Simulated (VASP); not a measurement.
Here is the system:

```xyz
2
Lattice="0.0000 2.2393 2.2393 2.2393 0.0000 2.2393 2.2393 2.2393 0.0000" Properties=species:S:1:pos:R:3 pbc="T T T"
Ta     0.0000     0.0000     0.0000
C      2.2393     2.2393     2.2393
```

All values below come from PBE GGA, VASP's PBE PAW potentials (set 64) (plane waves; VASP). Numerical set-up: 520 eV cut-off, Gaussian smearing of 0.050 eV, potentials Ta_pv C.

### Question
Give the energies of bands 5 to 10 at the high-symmetry points, in eV from the Fermi level.

### Answer

| band | Γ | X | U | L | W |
|---|---|---|---|---|---|
| 5 | -1.33 | -4.64 | -5.87 | -8.66 | -5.26 |
| 6 | -1.33 | -4.49 | -4.90 | -5.43 | -4.98 |
| 7 | -1.33 | -1.79 | -3.82 | -5.43 | -4.98 |
| 8 | -0.50 | -1.79 | -0.63 | 2.63 | 1.56 |
| 9 | -0.50 | 2.52 | 3.06 | 2.63 | 1.56 |
| 10 | -0.50 | 3.97 | 3.88 | 3.59 | 3.98 |

It has no gap at this level: it comes out as a metal or semimetal.

The compound is TaC in the rock salt structure. It was relaxed first. The electron count is odd and the run is not spin-polarised, which forces a metal.
